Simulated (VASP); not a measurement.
Calculation: PBE GGA with D3 dispersion (Becke-Johnson damping), VASP's PBE PAW potentials (set 64) (plane waves; VASP 6.6.1).

A VASP calculation is set up with these files.

File POSCAR:
```
PtS2 monolayer
18.3655380
  0.2002049868   0.0000000000   0.0000000000
 -0.1001024934   0.1733826089   0.0000000000
  0.0000000000   0.0000000000   0.9999999831
S Pt
2 1
direct
  0.6666670000   0.3333330000   0.4365689488
  0.3333330000   0.6666670000   0.5634310512
  0.0000000000   0.0000000000   0.5000000000
```

### INCAR
```
ALGO = Normal
DIPOL = 0.5 0.5 0.5
EDIFF = 1E-6
ENCUT = 400
GGA = PE
IDIPOL = 3
ISIF = 2
ISMEAR = 0
ISYM = 0
IVDW = 12
LASPH = .TRUE.
LCHARG = .FALSE.
LDIPOL = .TRUE.
LMAXMIX = 6
LORBIT = 11
LREAL = .FALSE.
LVHAR = .TRUE.
LWAVE = .FALSE.
NELM = 100
PREC = Accurate
SIGMA = 0.05
SYSTEM = PtS2 monolayer
```

### KPOINTS
```
Automatic mesh
0
Gamma
12 12 1
0 0 0
```

**KPOINTS_OPT**
```
k-points along high-symmetry lines
15
Line-mode
Reciprocal
  0.000000   0.000000   0.000000 ! GAMMA
  0.500000   0.000000   0.000000 ! M

  0.500000   0.000000   0.000000 ! M
  0.333333   0.333333   0.000000 ! K

  0.333333   0.333333   0.000000 ! K
  0.000000   0.000000   0.000000 ! GAMMA
```

POTCAR, in this order: S Pt (PBE.64 set). Program: vasp_std.

Output

OUTCAR:
```
 ion  position               nearest neighbor table
   1  0.667  0.333  0.437-   3 2.42   3 2.42   3 2.42
   2  0.333  0.667  0.563-   3 2.42   3 2.42   3 2.42
   3  0.000  0.000  0.500-   1 2.42   2 2.42   1 2.42   2 2.42   1 2.42   2 2.42
 Subroutine IBZKPT returns following result:
 Found     74 irreducible k-points:

 Following reciprocal coordinates:
            Coordinates               Weight
  0.000000  0.000000  0.000000      1.000000
  0.083333  0.000000  0.000000      2.000000
  0.000000  0.083333  0.000000      2.000000
 -0.083333  0.083333  0.000000      2.000000
  0.166667  0.000000  0.000000      2.000000
  0.000000  0.166667  0.000000      2.000000
 -0.166667  0.166667  0.000000      2.000000
  0.250000  0.000000  0.000000      2.000000
  0.000000  0.250000  0.000000      2.000000
 -0.250000  0.250000  0.000000      2.000000
  0.333333  0.000000  0.000000      2.000000
  0.000000  0.333333  0.000000      2.000000
 -0.333333  0.333333  0.000000      2.000000
  0.416667  0.000000  0.000000      2.000000
  0.000000  0.416667  0.000000      2.000000
 -0.416667  0.416667  0.000000      2.000000
  0.500000  0.000000  0.000000      1.000000
  0.000000  0.500000  0.000000      1.000000
  0.500000  0.500000  0.000000      1.000000
  0.083333  0.083333  0.000000      2.000000
 -0.083333  0.166667  0.000000      2.000000
 -0.166667  0.083333  0.000000      2.000000
  0.166667  0.083333  0.000000      2.000000
 -0.083333  0.250000  0.000000      2.000000
 -0.250000  0.166667  0.000000      2.000000
 -0.166667  0.250000  0.000000      2.000000
  0.083333  0.166667  0.000000      2.000000
  0.250000 -0.083333  0.000000      2.000000
  0.250000  0.083333  0.000000      2.000000
 -0.083333  0.333333  0.000000      2.000000
 -0.333333  0.250000  0.000000      2.000000
...
```

**OSZICAR**
```
       N       E                     dE             d eps       ncg     rms          rms(c)
DAV:   1     0.154594457317E+03    0.15459E+03   -0.70029E+03  2220   0.898E+02
DAV:   2    -0.144723707340E+01   -0.15604E+03   -0.15064E+03  3534   0.186E+02
DAV:   3    -0.165166006084E+02   -0.15069E+02   -0.14987E+02  2829   0.720E+01
DAV:   4    -0.167889257498E+02   -0.27233E+00   -0.27195E+00  3001   0.113E+01
DAV:   5    -0.167950391032E+02   -0.61134E-02   -0.61125E-02  3119   0.161E+00    0.164E+01
DAV:   6    -0.156906021728E+02    0.11044E+01   -0.88050E+00  2696   0.297E+01    0.113E+01
DAV:   7    -0.154251487319E+02    0.26545E+00   -0.19684E+00  2563   0.151E+01    0.475E+00
DAV:   8    -0.154006865617E+02    0.24462E-01   -0.13500E-01  3067   0.296E+00    0.111E+00
DAV:   9    -0.153935522609E+02    0.71343E-02   -0.24786E-02  3039   0.167E+00    0.275E-01
DAV:  10    -0.153939559774E+02   -0.40372E-03   -0.29336E-03  3088   0.402E-01    0.134E-01
DAV:  11    -0.153940413098E+02   -0.85332E-04   -0.15194E-04  3032   0.128E-01    0.467E-02
DAV:  12    -0.153940582440E+02   -0.16934E-04   -0.33568E-05  3081   0.570E-02    0.710E-03
DAV:  13    -0.153940644864E+02   -0.62424E-05   -0.43508E-06  3151   0.172E-02    0.275E-03
DAV:  14    -0.153940689837E+02   -0.44973E-05   -0.34744E-07  2335   0.417E-03    0.125E-03
DAV:  15    -0.153940723253E+02   -0.33416E-05   -0.15265E-07  2405   0.212E-03    0.567E-04
DAV:  16    -0.153940744565E+02   -0.21313E-05   -0.75678E-08  2265   0.126E-03    0.238E-04
DAV:  17    -0.153940760748E+02   -0.16183E-05   -0.60025E-08  2314   0.946E-04    0.217E-04
DAV:  18    -0.153940775293E+02   -0.14545E-05   -0.78315E-08  2083   0.740E-04    0.193E-04
DAV:  19    -0.153940778515E+02   -0.32218E-06   -0.14280E-08  2426   0.376E-04
   1 F= -.16169404E+02 E0= -.16169404E+02  d E =-.342665E-11
       N       E                     dE             ncg
```

OUTCAR:
```
------------------------ aborting loop because EDIFF is reached ----------------------------------------
 Edisp (eV)   -0.77533
  FORCE on cell =-STRESS in cart. coord.  units (eV):
  Direction    XX          YY          ZZ          XY          YZ          ZX
  --------------------------------------------------------------------------------------
  Total      -2.91433    -2.91435    -0.03470    -0.00001    -0.00002     0.00004
  in kB     -21.71493   -21.71505    -0.25856    -0.00009    -0.00018     0.00030
  external pressure =      -14.56 kB  Pullay stress =        0.00 kB
  volume of cell :      215.03
      direct lattice vectors                 reciprocal lattice vectors
     3.676872292  0.000000000  0.000000000     0.271970284  0.157022112  0.000000000
    -1.838436146  3.184264893  0.000000000     0.000000000  0.314044225  0.000000000
     0.000000000  0.000000000 18.365537689     0.000000000  0.000000000  0.054449808
 POSITION                                       TOTAL-FORCE (eV/Angst)
 -----------------------------------------------------------------------------------
      1.83844      1.06142      8.01782        -0.000017      0.000010      0.001957
     -0.00000      2.12284     10.34771         0.000017     -0.000010     -0.001959
      0.00000      0.00000      9.18277         0.000000     -0.000000      0.000002
 -----------------------------------------------------------------------------------
    total drift:                                0.000000      0.000000     -0.000000
  FREE ENERGIE OF THE ION-ELECTRON SYSTEM (eV)
  ---------------------------------------------------
  free  energy   TOTEN  =       -16.1694043342 eV

  energy  without entropy=      -16.1694043342  energy(sigma->0) =      -16.16940433

 total charge

# of ion       s       p       d       tot
------------------------------------------
    1        1.360   2.255   0.000   3.615
    2        1.360   2.255   0.000   3.615
    3        0.672   0.725   7.934   9.331
--------------------------------------------------
tot          3.392   5.235   7.934  16.561
```
(Selected blocks of OUTCAR.)

The cell holds a wide vacuum, so values per volume refer to the whole cell.

The cell is a sheet with vacuum, built from a generated structure.
